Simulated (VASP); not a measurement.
# Si48H20CO in VASP: a series of runs

Aim: see how the results for Si48H20CO move with the level of theory and the settings. Levels: PBE+D3(BJ), PBE, RPBE, r2SCAN+rVV10. Tasks: relaxation of the atoms, single point.

Program: VASP 6.6.1. These are calculated values, not measurements. Logs are shortened: lines on timing, memory, paths and dates and some standing lists are left out, and cuts for length are marked.

## 1. Starting point

The cell holds a slab with vacuum, 70 atoms: a = 10.862 Å, b = 10.862 Å, c = 23.428 Å, α = 90.00°, β = 90.00°, γ = 90.00°.

The cell was built by a generator and needn't be a form met in nature.

## 2. Relaxation of the atoms, PBE+D3(BJ)

INCAR reads:

```
SYSTEM = Si48H20CO
ALGO = Fast
EDIFF = 1E-6
EDIFFG = -0.03
ENCUT = 400
GGA = PE
IBRION = 2
ISIF = 2
ISMEAR = 0
ISYM = 0
IVDW = 12
LASPH = .True.
LCHARG = .False.
LREAL = Auto
LUSENCCL = .False.
LWAVE = .False.
NELM = 100
NSW = 120
PREC = Accurate
SIGMA = 0.05
```

KPOINTS reads:

```
k-points
0
Gamma
  1 1 1
  0 0 0
```

POSCAR reads:

```
Si48H20CO
1.0
    7.6805938572      7.6805938572      0.0000000000
   -7.6805938572      7.6805938572      0.0000000000
    0.0000000000      0.0000000000     23.4276500000
Si H O C
48 20 1 1
Selective dynamics
Direct
    0.7005149941      0.2994850059      0.4169282877  T T T
    0.7994850059      0.7005149941      0.4169282877  T T T
    0.0494850059      0.9505149941      0.4310142076  T T T
    0.2994850059      0.2005149941      0.4169282877  T T T
    0.9505149941      0.5494850059      0.4451001274  T T T
    0.2005149941      0.7994850059      0.4310142076  T T T
    0.4505149941      0.0494850059      0.4451001274  T T T
    0.5494850059      0.4505149941      0.4451001274  T T T
    0.8750000000      0.3750000000      0.3773276449  T T T
    0.8750000000      0.8750000000      0.3773276449  T T T
    0.1250000000      0.1250000000      0.3773276449  T T T
    0.3750000000      0.3750000000      0.3773276449  T T T
    0.1250000000      0.6250000000      0.3773276449  T T T
    0.3750000000      0.8750000000      0.3773276449  T T T
    0.6250000000      0.1250000000      0.3773276449  T T T
    0.6250000000      0.6250000000      0.3773276449  T T T
    0.0000000000      0.2500000000      0.3193726217  T T T
    0.0000000000      0.7500000000      0.3193726217  T T T
    0.2500000000      0.0000000000      0.3193726217  T T T
    0.5000000000      0.2500000000      0.3193726217  T T T
    0.2500000000      0.5000000000      0.3193726217  T T T
    0.5000000000      0.7500000000      0.3193726217  T T T
    0.7500000000      0.0000000000      0.3193726217  T T T
    0.7500000000      0.5000000000      0.3193726217  T T T
    0.8750000000      0.1250000000      0.2614175984  T T T
    0.8750000000      0.6250000000      0.2614175984  T T T
    0.1250000000      0.8750000000      0.2614175984  T T T
    0.3750000000      0.1250000000      0.2614175984  T T T
    0.1250000000      0.3750000000      0.2614175984  T T T
    0.3750000000      0.6250000000      0.2614175984  T T T
    0.6250000000      0.8750000000      0.2614175984  T T T
    0.6250000000      0.3750000000      0.2614175984  T T T
    0.7500000000      0.2500000000      0.2034625752  T T T
    0.7500000000      0.7500000000      0.2034625752  T T T
    0.0000000000      0.0000000000      0.2034625752  T T T
    0.2500000000      0.2500000000      0.2034625752  T T T
    0.0000000000      0.5000000000      0.2034625752  T T T
    0.2500000000      0.7500000000      0.2034625752  T T T
    0.5000000000      0.0000000000      0.2034625752  T T T
    0.5000000000      0.5000000000      0.2034625752  T T T
    0.8750000000      0.3750000000      0.1455075520  F F F
    0.8750000000      0.8750000000      0.1455075520  F F F
    0.1250000000      0.1250000000      0.1455075520  F F F
    0.3750000000      0.3750000000      0.1455075520  F F F
    0.1250000000      0.6250000000      0.1455075520  F F F
    0.3750000000      0.8750000000      0.1455075520  F F F
    0.6250000000      0.1250000000      0.1455075520  F F F
    0.6250000000      0.6250000000      0.1455075520  F F F
    0.9516281893      0.2983718107      0.1067115140  F F F
    0.7983718107      0.4516281893      0.1067115140  F F F
    0.9516281893      0.7983718107      0.1067115140  F F F
    0.7983718107      0.9516281893      0.1067115140  F F F
    0.2016281893      0.0483718107      0.1067115140  F F F
    0.0483718107      0.2016281893      0.1067115140  F F F
    0.4516281893      0.2983718107      0.1067115140  F F F
    0.2983718107      0.4516281893      0.1067115140  F F F
    0.2016281893      0.5483718107      0.1067115140  F F F
    0.0483718107      0.7016281893      0.1067115140  F F F
    0.4516281893      0.7983718107      0.1067115140  F F F
    0.2983718107      0.9516281893      0.1067115140  F F F
    0.7016281893      0.0483718107      0.1067115140  F F F
    0.5483718107      0.2016281893      0.1067115140  F F F
    0.7016281893      0.5483718107      0.1067115140  F F F
    0.5483718107      0.7016281893      0.1067115140  F F F
    0.2000453646      0.8085816232      0.5791816136  T T T
    0.1945723124      0.9339591059      0.5305210978  T T T
    0.0730248475      0.8236667098      0.5318928979  T T T
    0.2672289682      0.2327710318      0.4737307153  T T T
    0.2387111402      0.7612888598      0.4982770821  T T T
    0.1726049211      0.8363466008      0.5363945012  T T T
```

Potentials or basis: VASP PAW PBE potentials, release 64 (Si, H, O, C).

Launch:

```console
> cat potpaw_PBE.64/Si/POTCAR potpaw_PBE.64/H/POTCAR potpaw_PBE.64/O/POTCAR potpaw_PBE.64/C/POTCAR > POTCAR
> mpirun -np 1 vasp_gam > vasp.out
```

OUTCAR:

```text
SYSTEM = Si48H20CO
   EDIFF = 1E-6
   EDIFFG = -0.03
   ENCUT = 400
   GGA = PE
   IBRION = 2
   ISIF = 2
   ISMEAR = 0
   ISYM = 0
   IVDW = 12
   LASPH = .True.
   LREAL = Auto
   NELM = 100
   NSW = 120
   PREC = Accurate
 IVDW          = 12

 ion  position               nearest neighbor table
   1  0.701  0.299  0.417-   9 2.26  15 2.26   8 2.41
   2  0.799  0.701  0.417-  10 2.26  16 2.26   5 2.41
   3  0.049  0.951  0.431-   6 2.32  10 2.42  11 2.42
   4  0.299  0.201  0.417-  68 1.42  12 2.26  11 2.26   7 2.41
   5  0.951  0.549  0.445-   2 2.41   9 2.60  13 2.60
   6  0.201  0.799  0.431-  69 1.68   3 2.32  14 2.42  13 2.42  70 2.52
   7  0.451  0.049  0.445-   4 2.41  14 2.60  15 2.60
   8  0.549  0.451  0.445-   1 2.41  12 2.60  16 2.60
   9  0.875  0.375  0.377-   1 2.26  17 2.35  24 2.35   5 2.60
  10  0.875  0.875  0.377-   2 2.26  18 2.35  23 2.35   3 2.42
  11  0.125  0.125  0.377-   4 2.26  17 2.35  19 2.35   3 2.42
  12  0.375  0.375  0.377-   4 2.26  20 2.35  21 2.35   8 2.60
  13  0.125  0.625  0.377-  18 2.35  21 2.35   6 2.42   5 2.60
  14  0.375  0.875  0.377-  19 2.35  22 2.35   6 2.42   7 2.60
[... 39 lines left out ...]
  54  0.048  0.202  0.107-  43 1.49
[... 12 lines left out ...]
  67  0.073  0.824  0.532-  70 1.10
  68  0.267  0.233  0.474-   4 1.42
  69  0.239  0.761  0.498-  70 1.41   6 1.68
  70  0.173  0.836  0.536-  65 1.09  67 1.10  66 1.10  69 1.41   6 2.52

IMPORTANT INFORMATION: All symmetrisations will be switched off!
NOSYMM: (Re-)initialisation of all symmetry stuff for point group C_1.

----------------------------------------------------------------------------------------

                                     Primitive cell

  volume of cell :    2764.0655

  direct lattice vectors                    reciprocal lattice vectors
     7.680593857  7.680593857  0.000000000     0.065099133  0.065099133 -0.000000000
    -7.680593857  7.680593857  0.000000000    -0.065099133  0.065099133  0.000000000
     0.000000000  0.000000000 23.427650000     0.000000000 -0.000000000  0.042684606

  length of vectors
    10.862000000 10.862000000 23.427650000     0.092064077  0.092064077  0.042684606

  position of ions in fractional coordinates (direct lattice)
     0.700514994  0.299485006  0.416928288
     0.799485006  0.700514994  0.416928288
     0.049485006  0.950514994  0.431014208
     0.299485006  0.200514994  0.416928288
     0.950514994  0.549485006  0.445100127
     0.200514994  0.799485006  0.431014208
[... 62 lines left out ...]
     0.238711140  0.761288860  0.498277082
     0.172604921  0.836346601  0.536394501

  ion indices of the primitive-cell ions
   primitive index   ion index
                 1           1
                 2           2
                 3           3
                 4           4
                 5           5
                 6           6
[... 62 lines left out ...]
                69          69
                70          70

----------------------------------------------------------------------------------------

 KPOINTS: k-points

Automatic generation of k-mesh.
 Grid dimensions read from file:
 generate k-points for:    1    1    1

 Generating k-lattice:

  Cartesian coordinates                     Fractional coordinates (reciprocal lattice)
     0.065099133  0.065099133 -0.000000000     1.000000000  0.000000000  0.000000000
    -0.065099133  0.065099133  0.000000000     0.000000000  1.000000000  0.000000000
     0.000000000 -0.000000000  0.042684606     0.000000000  0.000000000  1.000000000

  Length of vectors
     0.092064077  0.092064077  0.042684606

  Shift w.r.t. Gamma in fractional coordinates (k-lattice)
     0.000000000  0.000000000  0.000000000

 Subroutine IBZKPT returns following result:
 ===========================================

 Found      1 irreducible k-points:

 Following reciprocal coordinates:
            Coordinates               Weight
  0.000000  0.000000  0.000000      1.000000
   k-points           NKPTS =      1   k-points in BZ     NKDIM =      1   number of bands    NBANDS=    147
   number of dos      NEDOS =    301   number of ions     NIONS =     70
   total plane-waves  NPLWV = 829440
   dimension x,y,z NGX =    72 NGY =   72 NGZ =  160
   dimension x,y,z NGXF=   144 NGYF=  144 NGZF=  320
   ions per type =              48  20   1   1
   NGX,Y,Z   is equivalent  to a cutoff of  11.02, 11.02, 11.35 a.u.
   NGXF,Y,Z  is equivalent  to a cutoff of  22.04, 22.04, 22.71 a.u.
 SYSTEM =  Si48H20CO
   PREC   = accura    normal or accurate (medium, high low for compatibility)
   ISTART =      0    job   : 0-new  1-cont  2-samecut
   ICHARG =      2    charge: 1-file 2-atom 10-const
   ISPIN  =      1    spin polarized calculation?
   LNONCOLLINEAR =      F non collinear calculations
   LSORBIT =      F    spin-orbit coupling
   LASPH  =      T    aspherical Exc in radial PAW
   ENCUT  =  400.0 eV  29.40 Ry    5.42 a.u.  17.71 17.71 38.20*2*pi/ulx,y,z
   NELM   =    100;   NELMIN=  2; NELMDL= -5     # of ELM steps
   EDIFF  = 0.1E-05   stopping-criterion for ELM
   LREAL  =      T    real-space projection
   EDIFFG = -.3E-01   stopping-criterion for IOM
   NSW    =    120    number of steps for IOM
   IBRION =      2    ionic relax: 0-MD 1-quasi-New 2-CG
   NFREE  =      1    steps in history (QN), initial steepest desc. (CG)
   ISIF   =      2    stress and relaxation
   ISYM   =      0    0-nonsym 1-usesym 2-fastsym
   POTIM  = 0.5000    time-step for ionic-motion
   TEBEG  =    0.0;   TEEND  =   0.0 temperature during run
   PSTRESS=    0.0 pullay stress
   NELECT =     222.0000    total number of electrons
   NUPDOWN=      -1.0000    fix difference up-down
   EMIN   =  10.00;   EMAX   =-10.00  energy-range for DOS
   EFERMI =   0.00;   METHOD = LEGACY
   ISMEAR =     0;   SIGMA  =   0.05  broadening in eV -4-tet -1-fermi 0-gaus
   EFERMI_NEDOS =   21; number of points for ismear=-14 and -15
   IALGO  =     68    algorithm
   IMIX   =      4    mixing-type and parameters
     AMIX     =   0.40;   BMIX     =  1.00
     AMIX_MAG =   1.60;   BMIX_MAG =  1.00
  volume/ion in A,a.u.               =      39.49       266.47
  Fermi-wavevector in a.u.,A,eV,Ry     =   0.706333  1.334776  6.788039  0.498907
  Thomas-Fermi vector in A             =   1.792086
   LORBIT       =      0    0 simple, 1 ext, 2 COOP (PROOUT), +10 PAW based schemes
   GGA     = PE    functional components
   LHFCALC =     F    Hartree Fock is set to
   AEXX    =    0.0000 exact exchange contribution
   IVDW    =    12    specifies the selected vdW correction
   LEPSILON=     F    determine dielectric tensor
   LRPA    =     F    only Hartree local field effects (RPA)
 conjugate gradient relaxation of ions
 non-spin polarized calculation
 RMM-DIIS sequential band-by-band and
 Gauss-broadening in eV      SIGMA  =   0.05
  energy-cutoff  :      400.00
  volume of cell :     2764.07
 maximum number of plane-waves:     25105
 NGX is ok and might be reduce to    70
   NGX = 35   NGY = 35   NGZ = 77

--------------------------------------- Ionic step        1  -------------------------------------------

 number of electron     221.9999950 magnetization

 Free energy of the ion-electron system (eV)
  ---------------------------------------------------
  ext. energy  EPLUGINS =         0.00000000
  ---------------------------------------------------
  free energy    TOTEN  =      -329.19599666 eV

  energy without entropy =     -329.15267067  energy(sigma->0) =     -329.17433367

------------------------ aborting loop because EDIFF is reached ----------------------------------------

 Edisp (eV)  -12.80872

 E8    (eV) :    -5.3162
[... 309 lines left out ...]
  FREE ENERGIE OF THE ION-ELECTRON SYSTEM (eV)
  ---------------------------------------------------
  free  energy   TOTEN  =      -343.3441652502 eV

  energy  without entropy=     -343.3136163521  energy(sigma->0) =     -343.32889080

[... ionic steps 4 to 80 ...]

--------------------------------------- Ionic step       81  -------------------------------------------

 number of electron     221.9999968 magnetization

------------------------ aborting loop because EDIFF is reached ----------------------------------------
[... 211 lines left out ...]
--------------------------------------- Ionic step       83  -------------------------------------------

 number of electron     221.9999968 magnetization

 Free energy of the ion-electron system (eV)
  ---------------------------------------------------
  ext. energy  EPLUGINS =         0.00000000
  ---------------------------------------------------
  free energy    TOTEN  =      -331.83581121 eV

  energy without entropy =     -331.83581121  energy(sigma->0) =     -331.83581121

 E-fermi :  -0.7312     XC(G=0):  -4.2112

 val. band max:       -0.9669084777   @ k =   0.0000   0.0000   0.0000
 cond. band min:      -0.4877424833   @ k =   0.0000   0.0000   0.0000
 fundamental gap:      0.4791659945
 Fermi energy:        -0.7311887400

 k-point     1 :       0.0000    0.0000    0.0000
  band No.  band energies     occupation
      1     -21.6209      2.00000
      2     -13.3793      2.00000
      3     -12.6277      2.00000
      4     -11.8210      2.00000
      5     -11.7804      2.00000
      6     -11.6336      2.00000
[... 115 lines left out ...]
    122       1.0806      0.00000
    123       1.1018      0.00000
 [bands above 123 left out]

------------------------ aborting loop because EDIFF is reached ----------------------------------------

 Edisp (eV)  -12.81172

 E8    (eV) :    -5.3221
[... 93 lines left out ...]
  FREE ENERGIE OF THE ION-ELECTRON SYSTEM (eV)
  ---------------------------------------------------
  free  energy   TOTEN  =      -344.6475330712 eV

  energy  without entropy=     -344.6475330711  energy(sigma->0) =     -344.64753307

 reached required accuracy - stopping structural energy minimisation
```

Run time: 64 min. Hardware: 1 × NVIDIA H100 80GB with 1 thread of AMD EPYC 7R13 (Zen 3), shared host; peak memory 2.1 GiB.

Results:

```yaml
Free_energy: -344.6475 eV
Energy_gained_by_relaxing: 37.8 meV/atom
Ionic_steps: 83
Band_gap_on_the_k_mesh: 0.48 eV, direct
Dispersion_energy_per_atom: -0.183 eV
```

The path:
| step | energy change (eV) | largest force (eV/Å) | pressure (GPa) |
| --- | --- | --- | --- |
| 1 | 0.0000 | 2.3900 | 0.25 |
| 4 | -1.5176 | 3.8868 | 0.14 |
| 7 | -1.9788 | 1.1093 | 0.22 |
| 10 | -2.2557 | 0.7829 | 0.27 |
| 13 | -2.3727 | 1.3573 | 0.30 |
| 16 | -2.4898 | 0.3270 | 0.36 |
| 19 | -2.5388 | 0.6965 | 0.36 |
| 22 | -2.5762 | 0.3516 | 0.35 |
| 25 | -2.5912 | 0.3565 | 0.35 |
| 28 | -2.6084 | 0.3311 | 0.36 |
| 31 | -2.6142 | 0.3258 | 0.36 |
| 34 | -2.6196 | 0.3242 | 0.37 |
| 37 | -2.6222 | 0.3207 | 0.38 |
| 40 | -2.6237 | 0.3175 | 0.40 |
| 43 | -2.6267 | 0.3133 | 0.40 |
| 46 | -2.6286 | 0.3093 | 0.41 |
| 49 | -2.6305 | 0.3086 | 0.42 |
| 52 | -2.6329 | 0.3086 | 0.43 |
| 55 | -2.6353 | 0.3093 | 0.44 |
| 58 | -2.6367 | 0.3103 | 0.44 |
| 61 | -2.6381 | 0.3110 | 0.44 |
| 64 | -2.6390 | 0.3088 | 0.45 |
| 67 | -2.6400 | 0.3058 | 0.45 |
| 70 | -2.6402 | 0.3047 | 0.45 |
| 73 | -2.6410 | 0.3033 | 0.46 |
| 76 | -2.6414 | 0.3037 | 0.46 |
| 79 | -2.6420 | 0.3058 | 0.46 |
| 82 | -2.6425 | 0.3104 | 0.47 |
| 83 | -2.6428 | 0.3124 | 0.47 |

Caveat: the cutoff is under 1.25 times the usual one of these potentials, so pressure, stress and relaxed cells hold a basis-set (Pulay) error. As with any semilocal functional, this PBE gap is likely too small.

[end of part 1 of 2]
